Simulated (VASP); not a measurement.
HfO2 (fluorite) relaxed at rising pressure, in one space group throughout; other phases were not tried. The pressures are those reached. Computed with PBEsol GGA, VASP's PBE PAW potentials (set 64) (plane waves; VASP).

```
P (GPa)  V (Å³/atom)  k-mesh
-------  -----------  ------
0.01          10.533   8×8×8
4.98          10.350   8×8×8
9.98          10.181   8×8×8
19.80          9.886   8×8×8
29.77          9.626   8×8×8
```

### Question
Fit an equation of state and predict the volume at 44.98 GPa.

### Answer
Least squares on the third-order Birch-Murnaghan form, P = (3B0/2)(y⁷ − y⁵)[1 + (3/4)(B′ − 4)(y² − 1)] with y = (V0/V)^(1/3), gives V0 = 10.533 Å³/atom, B0 = 273 GPa and B′ = 4.3, and so 9.286 Å³/atom. The run gave 9.286 Å³/atom, +0.0 % from the fit.

Pressures at which the relaxation failed are left out.

The compound is HfO2 in the fluorite structure, the high-temperature cubic form, which is unstable at 0 K; the monoclinic form is the stable one.
